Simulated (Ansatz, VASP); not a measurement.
# Si7Ge (alloy, x = 0.125, one random ordering in a cell of 16 atoms (invented)) in two plane-wave programs, part 2 of 3

Aim: how closely do two programs agree when they are given the same cell, functional and k mesh? The cell is generated by rule, not measured, and may not be a known phase. The cell is taken from a series of runs on this material, whose earlier steps may have relaxed, scaled, displaced or heated it; both programs get it as it stands.

VASP 6.6.1 and Ansatz 0.2.0.

So far: Set-up; VASP: relaxation of cell and atoms, r2SCAN, pair 1.

## Step 3: Ansatz: relaxation of cell and atoms, r2SCAN, pair 1

Level of this step: Ansatz beside VASP: Kohn-Sham DFT, plane waves, r2SCAN (Ansatz).

Ansatz runs on its PAW soft_1 files.

The same cell, functional and mesh now go to Ansatz, which takes its cutoff from its data sets.

The input, input.yaml:

```yaml
crystal:
  lattice:
    - [3.866654542, 2.2324142076, 6.31438562]
    - [-3.866654542, 2.2324142076, 6.31438562]
    - [0.0, -4.4648279145, 6.314385797]
  atoms:
    - { symbol: Si, position: [0.6862094671, 0.6862094671, 0.191346039] }
    - { symbol: Si, position: [0.6862338827, 0.6862338827, 0.6862338827] }
    - { symbol: Si, position: [0.191346039, 0.6862094671, 0.6862094671] }
    - { symbol: Si, position: [0.1875874184, 0.687295086, 0.1875874184] }
    - { symbol: Si, position: [0.6862094671, 0.191346039, 0.6862094671] }
    - { symbol: Si, position: [0.687295086, 0.1875874184, 0.1875874184] }
    - { symbol: Ge, position: [0.1875427807, 0.1875427807, 0.1875427807] }
    - { symbol: Si, position: [0.1875874184, 0.1875874184, 0.687295086] }
    - { symbol: Ge, position: [0.8124572193, 0.8124572193, 0.8124572193] }
    - { symbol: Si, position: [0.8124125816, 0.8124125816, 0.312704914] }
    - { symbol: Si, position: [0.3137905329, 0.808653961, 0.3137905329] }
    - { symbol: Si, position: [0.312704914, 0.8124125816, 0.8124125816] }
    - { symbol: Si, position: [0.808653961, 0.3137905329, 0.3137905329] }
    - { symbol: Si, position: [0.8124125816, 0.312704914, 0.8124125816] }
    - { symbol: Si, position: [0.3137905329, 0.3137905329, 0.808653961] }
    - { symbol: Si, position: [0.3137661173, 0.3137661173, 0.3137661173] }
kpoints:
  mp_grid: { grid: [4, 4, 4] }
hamiltonian:
  xc: r2scan
  pseudopotentials: { kind: paw, azcp: { folder: soft_1 } }
scf:
  occupations: { method: fixed }
output:
  forces: true
  stress: true
  eigenvalues: true
relax:
  adjacent_minimum: "off"
  f_tol: 0.001
  max_steps: 60
  cell: { stress_tol: 0.01 }
```

The run is started by

```bash
> ansatz run input.yaml --threads 4 --pin off --max-ram 10240MiB --backend cpu --events-out ev --progress --plain --runs-dir out
```

Numbers of over 12 decimals in the logs are rounded to 6 here.

The program printed:

```text
Engine: ansatz 0.2.0, x86_64-unknown-linux-gnu
Pseudopotentials: kind: paw
Pseudopotential: Si, paw, valence charge 4, recommended cutoff 500 eV (meta_gga), soft_1/Si.paw.azcp
Pseudopotential: Ge, paw, valence charge 14, recommended cutoff 500 eV (meta_gga), soft_1/Ge.paw.azcp
Functional definition: r2SCAN
  parameter k0 = 0.174
  parameter k1 = 0.065
  parameter a1 = 4.9479
  exchange = r2scan_x(k0 = k0, k1 = k1, a1 = a1)
  correlation = r2scan_c
Crystal: 16 atoms, lattice volume = 327.034 Å³
Basis set: ecut = 500 eV, 8363 PW (Γ), exchange–correlation on 240×240×240 points (64 copies of the dense FFT grid, shifted against one another)
Bands: 58, of which v1, the nominal top of the filled ones, is band 42 counted from 1 (41 counted from 0)
Symmetry: 12 space group operations
Space group: R-3m (ITA 166), of the structure as read, at distance tolerance 6.9e-5 Å
k-points: 13 of 64
Non-local potential: Si, projectors of the file, l = 0: 2, l = 1: 2, l = 2: 1
Non-local potential: Ge, projectors of the file, l = 0: 2, l = 1: 2, l = 2: 3, l = 3: 1
PAW form: soft (Blöchl's): semilocal exchange-correlation on the pseudo side does not see the compensation charge
PAW frozen core: Si, regenerated for the run's functional (the file was generated under x = pbe(κ = 0.804, μ = 0.219515), c = pbe(β = 0.066725))
PAW frozen core: Ge, regenerated for the run's functional (the file was generated under x = pbe(κ = 0.804, μ = 0.219515), c = pbe(β = 0.066725))
PAW one-centre angular grid: Si, 302 points (default); XC on 160 Gauss nodes
PAW one-centre angular grid: Ge, 590 points (default); XC on 160 Gauss nodes
Initial density: superposition of atomic densities (chi_scale 0.1, normalization cell, long waves kept (reshape's long-wave potential 0.02 eV rms))
Initial wavefunctions: pseudopotential atomic-orbital guess
Functional: x = r2scan, c = r2scan; τ floored in thin density (d = 2e-4 eV/Å³)
SCF iter   1: F=—  HF=-17552.455476 eV  |F-HF|=—  |Δ(HF+E_count)|=         —  Δρ=4.50e-2  dr2=5.73e0  dr2_τ=9.66e-2  ethr=3.10e-3  ⟨swp⟩=5.1  Hψ=2927  notcnv=0  defer=163
preconditioner: auto → Resta (q_TF=auto, 2.175 Å⁻¹)  ε∞=4.6  [insulator: Δε(μ)=0.827 eV  Ē_g=8.626 eV  n_scr=58 (ndim 8)  ℏωp=16.4 eV  f_vac=0.000  ε∞_Penn≈4.6]
SCF iter   2: F=—  HF=-17552.508213 eV  |F-HF|=—  |Δ(HF+E_count)|=   5.27e-2  Δρ=2.73e-2  dr2=2.15e0  dr2_τ=5.41e-3  ethr=3.10e-3  ⟨swp⟩=2.0  Hψ=916  notcnv=0  defer=165
SCF iter   3: F=—  HF=-17552.663431 eV  |F-HF|=—  |Δ(HF+E_count)|=   1.55e-1  Δρ=2.15e-3  dr2=2.33e-2  dr2_τ=2.06e-4  ethr=2.56e-3  ⟨swp⟩=2.8  Hψ=992  notcnv=0  defer=164
SCF iter   4: F=—  HF=-17552.669257 eV  |F-HF|=—  |Δ(HF+E_count)|=   5.83e-3  Δρ=8.05e-4  dr2=2.22e-3  dr2_τ=3.02e-5  ethr=2.78e-5  ⟨swp⟩=2.4  Hψ=1215  notcnv=0  defer=181
SCF iter   5: F=—  HF=-17552.670398 eV  |F-HF|=—  |Δ(HF+E_count)|=   1.14e-3  Δρ=3.89e-4  dr2=4.10e-4  dr2_τ=5.04e-6  ethr=2.64e-6  ⟨swp⟩=2.1  Hψ=1207  notcnv=0  defer=181
SCF iter   6: F=—  HF=-17552.669780 eV  |F-HF|=—  |Δ(HF+E_count)|=   6.17e-4  Δρ=6.09e-5  dr2=9.65e-6  dr2_τ=1.79e-7  ethr=4.88e-7  ⟨swp⟩=2.0  Hψ=1200  notcnv=0  defer=181
SCF iter   7: F=—  HF=-17552.669899 eV  |F-HF|=—  |Δ(HF+E_count)|=   1.19e-4  Δρ=1.22e-5  dr2=7.27e-7  dr2_τ=1.11e-8  ethr=1.15e-8  ⟨swp⟩=2.0  Hψ=1300  notcnv=0  defer=168
SCF iter   8: F=-17552.669899 eV  HF=-17552.669899 eV  |F-HF|=1.09e-8  |Δ(HF+E_count)|=   7.93e-8  Δρ=3.03e-6  dr2=3.37e-8  dr2_τ=2.96e-10  ethr=1.19e-10  ⟨swp⟩=18.4  Hψ=5649  notcnv=0
SCF 1 converged in 8 iterations: F = -17552.669899 eV  dr2 = 3.37e-8
  greatest PAW one-centre occupation: 0.998 electrons in one spin orbital (limit 2), on the Ge atom at site 8 (counted from 0), in its partial waves of l = 2
relax step   1: F+E_penalty+E_count = -17552.66989923 eV  Δ(F+E_penalty+E_count) = +0.000e0 eV  max|allowed force component| = 6.402e-4 eV/Å  Δτ_max = 0.0000 Å  P = -0.000 GPa  Ω = 327.034 Å³  (8 SCF iters, dr2 threshold 1.00e-7 eV, accepted)
Initial density: handed on by an earlier stage of this run
Initial wavefunctions: pseudopotential atomic-orbital guess (no wavefunctions were taken with the density)
iter 1 solved again at ethr=2.02e-7 eV; its pass at ethr=3.10e-3 eV (dr2=1.69e-4 eV) is discarded
SCF iter   1: F=—  HF=-17552.669796 eV  |F-HF|=—  |Δ(HF+E_count)|=         —  Δρ=3.12e-6  dr2=3.42e-8  dr2_τ=3.14e-10  ethr=2.02e-7  ⟨swp⟩=3.8  Hψ=4840  notcnv=0  defer=181
eigensolver tolerance schedule: the retry pair's looser diagonalisation over-reported the residual by 4948.12 of it (diagonalisation noise at 0.47 of the residual, at the tolerance the schedule requests for it); recorded, not acted on — ethr = c·dr2/N_el stays at c = 1.0e-1
preconditioner: auto → Resta (q_TF=auto, 2.175 Å⁻¹)  ε∞=4.7  [insulator: Δε(μ)=0.716 eV  Ē_g=8.508 eV  n_scr=58 (ndim 8)  ℏωp=16.4 eV  f_vac=0.000  ε∞_Penn≈4.7]
SCF iter   2: F=—  HF=-17552.669899 eV  |F-HF|=—  |Δ(HF+E_count)|=   1.03e-4  Δρ=1.96e-6  dr2=1.33e-8  dr2_τ=1.14e-10  ethr=4.07e-11  ⟨swp⟩=3.3  Hψ=1552  notcnv=0  defer=177
SCF iter   3: F=—  HF=-17552.669899 eV  |F-HF|=—  |Δ(HF+E_count)|=   2.15e-9  Δρ=8.08e-7  dr2=2.82e-9  dr2_τ=1.94e-11  ethr=1.58e-11  ⟨swp⟩=2.0  Hψ=1183  notcnv=0  defer=177
SCF iter   4: F=—  HF=-17552.669899 eV  |F-HF|=—  |Δ(HF+E_count)|=  4.66e-10  Δρ=1.29e-7  dr2=7.77e-11  dr2_τ=1.05e-12  ethr=3.36e-12  ⟨swp⟩=2.0  Hψ=1183  notcnv=0  defer=177
SCF iter   5: F=—  HF=-17552.669899 eV  |F-HF|=—  |Δ(HF+E_count)|=  2.55e-11  Δρ=5.27e-8  dr2=8.74e-12  dr2_τ=1.10e-13  ethr=1.00e-12  ⟨swp⟩=1.0  Hψ=637  notcnv=0  defer=177
SCF iter   6: F=-17552.669899 eV  HF=-17552.669899 eV  |F-HF|=3.64e-12  |Δ(HF+E_count)|=  7.28e-12  Δρ=9.76e-9  dr2=2.40e-13  dr2_τ=4.83e-15  ethr=1.00e-12  ⟨swp⟩=19.5  Hψ=6129  notcnv=0
SCF 2 converged in 6 iterations: F = -17552.669899 eV  dr2 = 2.40e-13
relax step   2: F+E_penalty+E_count = -17552.66989924 eV  Δ(F+E_penalty+E_count) = -1.116e-8 eV  max|allowed force component| = 6.422e-4 eV/Å  Δτ_max = 0.0000 Å  P = -0.000 GPa  Ω = 327.034 Å³  stress off target by 5.76e-3 GPa  SCF on the basis re-selected at this cell (its energy is not comparable with the rows above)  (6 SCF iters)
basis re-selected at this cell: Δ(F+E_penalty+E_count) = -1.116e-8 eV, ΔP = -0.000 GPa vs the last step (what re-selecting the basis moved, of the pressure what is left beyond the Pulay correction that the steps carried, after the strain that the cell walked since its last selection, with what the two solves' SCF thresholds leave and, on support functions, any second-order correction that the steps lacked; it is no m [...]
SCF converged after 6 iterations
Free energy (F): -17552.669899 eV
Harris-Foulkes:  -17552.669899 eV  (|F-HF|=3.64e-12)
Internal energy: -17552.669899 eV  (E = F + TS)
E sigma→0 (E₀):  -17552.669899 eV
Fermi energy:    6.401209 eV
--- Per-component energies (eV) ---
  E_band       = -299.725585
  E_kinetic    = 754.232802
  E_local      = -6022.980891  (includes V_loc(G=0)·N_el)
  E_nonlocal   = 746.722284
  E_hartree    = 2832.283565
  E_xc         = -868.862574
  E_vxc        = -846.734538  (∫ρ·V_xc dr)
  E_paw        = -11310.820270  (= ΣΔE_a)
  E_vpaw       = -630.176722  (= ΣTr[D̂ρ^β])
  E_aug_tail   = 0.000184  (compensation charges beyond the density's cutoff)
  E_vtau       = 34.644180  (kinetic-family band-sum trace: ∫τ·v_τ [+ j·A + Jᵃ·Aᵃ] dr)
  E_ewald      = -3680.003414
  E_core_change = -3.241584  (= ΣΔE_core)
  E_smearing   = -0.000000  (= −TS)
  E_closure    = -0.000000  (closes the sum)
  Σ components = -17552.669899   (vs F -17552.669899, Δ=0.00e0)
--- Forces (eV/Å), atoms counted from 1 ---
  atom   1  Si    -0.00000000    -0.00015746    -0.00045612
  atom   2  Si    -0.00000000    -0.00000000    -0.00036962
  atom   3  Si     0.00013636     0.00007873    -0.00045612
  atom   4  Si    -0.00029850     0.00017234    -0.00006600
  atom   5  Si    -0.00013636     0.00007873    -0.00045612
  atom   6  Si     0.00029850     0.00017234    -0.00006600
  atom   7  Ge    -0.00000000    -0.00000000    -0.00064220
  atom   8  Si     0.00000000    -0.00034468    -0.00006600
  atom   9  Ge     0.00000000     0.00000000     0.00064220
  atom  10  Si    -0.00000000     0.00034468     0.00006600
  atom  11  Si     0.00013636    -0.00007873     0.00045612
  atom  12  Si    -0.00029850    -0.00017234     0.00006600
  atom  13  Si    -0.00013636    -0.00007873     0.00045612
  atom  14  Si     0.00029850    -0.00017234     0.00006600
  atom  15  Si    -0.00000000     0.00015746     0.00045612
  atom  16  Si    -0.00000000     0.00000000     0.00036962
  max |Σ_I F_I| component: 5.09e-17 eV/Å
--- Stress (GPa, compression-positive) ---
        0.002196       0.000000      -0.000000
        0.000000       0.002196      -0.000000
        0.000000      -0.000000      -0.005758
  P = ⅓ Tr σ = -0.0005 GPa (-0.005 kbar)
--- Band table (eV; the first three rows and the last of 13) ---
  k-point 0: bands = [... 38 lower, 5.2259, 6.3991, 6.4012, 6.4012, 7.1176, 7.1386, 7.4007, 7.4007, ... 12 higher]
  k-point 1: bands = [... 38 lower, 5.2297, 5.2397, 6.0912, 6.0945, 7.4211, 7.4921, 7.5871, 8.1526, ... 12 higher]
  k-point 2: bands = [... 38 lower, 5.5826, 5.5829, 5.5844, 5.5846, 8.0010, 8.0099, 8.1937, 8.1991, ... 12 higher]
  k-point 12: bands = [... 38 lower, 5.5002, 5.5002, 5.6558, 5.6558, 7.9593, 8.0369, 8.0597, 8.0597, ... 12 higher]
--- Relaxed structure (1 steps of the walk, 1 accepted, 1 SCFs on fresh bases) ---
  F+E_penalty+E_count = -17552.66989924 eV   max|allowed force component| = 6.422e-4 eV/Å   (the final SCF, on the basis selected at the relaxed cell)
  cell:  # Å, volume = 327.0337 Å³
    - [3.866655, 2.232414, 6.314386]
    - [-3.866655, 2.232414, 6.314386]
    - [0.0, -4.464828, 6.314386]
  atoms:
    - { symbol: Si, position: [0.6862094671, 0.6862094671, 0.191346] }
    - { symbol: Si, position: [0.686234, 0.686234, 0.686234] }
    - { symbol: Si, position: [0.191346, 0.6862094671, 0.6862094671] }
    - { symbol: Si, position: [0.1875874184, 0.687295086, 0.1875874184] }
    - { symbol: Si, position: [0.6862094671, 0.191346, 0.6862094671] }
    - { symbol: Si, position: [0.687295086, 0.1875874184, 0.1875874184] }
    - { symbol: Ge, position: [0.1875427807, 0.1875427807, 0.1875427807] }
    - { symbol: Si, position: [0.1875874184, 0.1875874184, 0.687295086] }
    - { symbol: Ge, position: [0.8124572193, 0.8124572193, 0.8124572193] }
    - { symbol: Si, position: [0.812413, 0.812413, 0.312704914] }
    - { symbol: Si, position: [0.3137905329, 0.808653961, 0.313791] }
    - { symbol: Si, position: [0.312704914, 0.812413, 0.812413] }
    - { symbol: Si, position: [0.808653961, 0.3137905329, 0.313791] }
    - { symbol: Si, position: [0.812413, 0.312704914, 0.812413] }
    - { symbol: Si, position: [0.313791, 0.313791, 0.808653961] }
    - { symbol: Si, position: [0.313766, 0.313766, 0.313766] }
```

The column dr2 measures how far the density is from self-consistency, as an energy; F and HF (Harris–Foulkes) agree once it is small.

## Step 4: Side by side

Known differences besides the potentials themselves: VASP keeps PBE cores, Ansatz makes them for the functional; fixed occupations in Ansatz, narrow Gaussian smearing in VASP; the cutoff is 500 eV in Ansatz and 550 eV in VASP; Ansatz adds a Pulay correction to the stress that steers its cell, VASP none. Total energies have different zeros and are not compared.

Both answers:

```tsv
quantity	Ansatz	VASP	difference
volume (Å³)	327.03	326.45	+0.18 %
edge a after relaxation, in the typed setting (Å)	7.733	7.729	+0.06 %
```

(Continued in part 3 of 3.)

[Lines on the potential files, build, host, timing and source positions are cut from VASP's logs without a mark.]

[Logs are printed without paths, hosts, clocks, repeated set-up lines and the standing remarks that a program may print on its own settings, such as how far it seeks lower states.]

[Hosts, paths, dates, database ids (printed as entryN), source tags and the programs' standing remarks are cut or masked in the printed files.]
